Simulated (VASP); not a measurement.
VASP input:

**INCAR**
```
SYSTEM = K
PREC = Accurate; ENCUT = 500; LREAL = .FALSE.
LASPH = .TRUE.
EDIFF = 1E-6; NELM = 100; ALGO = Normal
ISMEAR = 1; SIGMA = 0.1
GGA = PS
IBRION = 2; NSW = 40; ISIF = 3
EDIFFG = -0.02; PSTRESS = 100
LWAVE = .FALSE.; LCHARG = .FALSE.
```

**POSCAR**
```
K
1
   -2.0507462259     2.0507462259     2.0507462259
    2.0507462259    -2.0507462259     2.0507462259
    2.0507462259     2.0507462259    -2.0507462259
K
1
Direct
  0.0000000000   0.0000000000   0.0000000000
```

### KPOINTS
```
Automatic mesh
0
Gamma
13 13 13
0 0 0
```

POTCAR, in this order: K_sv (PBE.64 set). Program: vasp_std.

Q: Write an equivalent input for Quantum ESPRESSO's pw.x.

A: One equivalent input (not run):
```
&CONTROL
  calculation = 'vc-relax'
  pseudo_dir = './pseudo'
  outdir = './out'
  tprnfor = .true.
  tstress = .true.
  nstep = 40
  forc_conv_thr = 0.00078
/
&SYSTEM
  ibrav = 0
  nat = 1
  ntyp = 1
  ecutwfc = 74
  occupations = 'smearing'
  smearing = 'methfessel-paxton'
  degauss = 0.00735
  input_dft = 'pbesol'
/
&ELECTRONS
  conv_thr = 7.3e-08
  electron_maxstep = 100
/
&IONS
/
&CELL
  press = 100
/
ATOMIC_SPECIES
  K 39.098 K.upf
CELL_PARAMETERS angstrom
    -2.0507462    2.0507462    2.0507462
     2.0507462   -2.0507462    2.0507462
     2.0507462    2.0507462   -2.0507462
ATOMIC_POSITIONS crystal
  K    0.0000000  0.0000000  0.0000000
K_POINTS automatic
  13 13 13 0 0 0
```
The two are equivalent in intent, not identical: the potentials are each code's own (VASP's PAW set, PseudoDojo norm-conserving files in pw.x), so ENCUT and ecutwfc are chosen apart and not converted; conv_thr bounds pw.x's estimated SCF error, while EDIFF bounds the energy change between steps; forc_conv_thr acts on force components and is met together with etot_conv_thr.

The compound is K in the bcc structure. It was relaxed first under an external pressure of 10 GPa.
